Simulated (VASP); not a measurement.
Runs of VASP 6.6.1 on SnSe. All rows change the cell; the cell of one of them follows. Symmetry: Fmmm, No. 69, orthorhombic system. The conventional cell has a = 5.839 Å, b = 6.020 Å, c = 6.201 Å, α = 90.00°, β = 90.00°, γ = 90.00°. Sn (site symmetry mmm) is surrounded by 6 Se at 2.92 to 3.10 Å. Se (site symmetry mmm) is surrounded by 6 Sn at 2.92 to 3.10 Å. 

```csv
cell,gap on the mesh (eV),pressure (GPa)
"strain +0.0300 x Voigt [1, -1, 0, 0, 0, 0], atoms carried along",0.67,-2.9
"strain +0.0050 x Voigt [1, -1, 0, 0, 0, 0], atoms carried along",(b),-3.3
"strain +0.0100 x Voigt [1, -1, 0, 0, 0, 0], atoms carried along",0.64,-3.2
"strain +0.0250 x Voigt [1, -1, 0, 0, 0, 0], atoms carried along",(a),(c)
```

Alike in all rows: task single point; level LDA; potentials or basis VASP PAW LDA potentials, release 64 (Sn_d, Se); no spin polarisation; k mesh 8 × 8 × 8; cutoff (eV) 520; smearing gaussian 0.05 eV.

Estimate the missing entries.

(a) 0.68; (b) 0.63; (c) -3.0.

Caveats: spin-orbit coupling is left out, which moves the levels of the heavy elements.

A k mesh can miss the band edges, and the runs leave out spin-orbit coupling on Se, Sn.
